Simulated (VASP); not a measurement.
A convergence study with VASP on InSb (zinc blende): one setting is varied, all else stays as given below, so the limit is that of these other settings.

```
InSb
1.0
    0.00000     3.24000     3.24000
    3.24000     0.00000     3.24000
    3.24000     3.24000     0.00000
In Sb
1 1
Cartesian
  0.00000   0.00000   0.00000
  1.62000   1.62000   1.62000
```

Calculation: LDA (Ceperley-Alder, Perdew-Zunger), VASP's LDA PAW potentials (set 64) (plane waves; VASP). The tightest run used: 550 eV cut-off, 16×16×16 Γ-centred mesh, Gaussian smearing of 0.050 eV, potentials In_d Sb.

```csv
setting,E (eV/atom),pressure (GPa),irreducible k-points
1×1×1 mesh,3.1778,56.17,1
2×2×2 mesh,-3.1059,6.13,3
3×3×3 mesh,-3.8601,1.06,4
4×4×4 mesh,-4.0289,-0.04,8
5×5×5 mesh,-4.0784,-0.37,10
```

Question: These are the cheaper rows. Estimate the results at 16×16×16 mesh, and how far the last row shown lies from them.

Answer: 
| quantity | tightest run | last row shown is off by |
|---|---|---|
| E (eV/atom) | -4.1079 | 0.0295 |
| pressure (GPa) | -0.56 | 0.18 |

Left out are rungs that failed or repeat a setting and relaxations that didn't move; long series are thinned to 24 rows.

The compound is InSb in the zinc blende structure. The cell was not relaxed at this level.
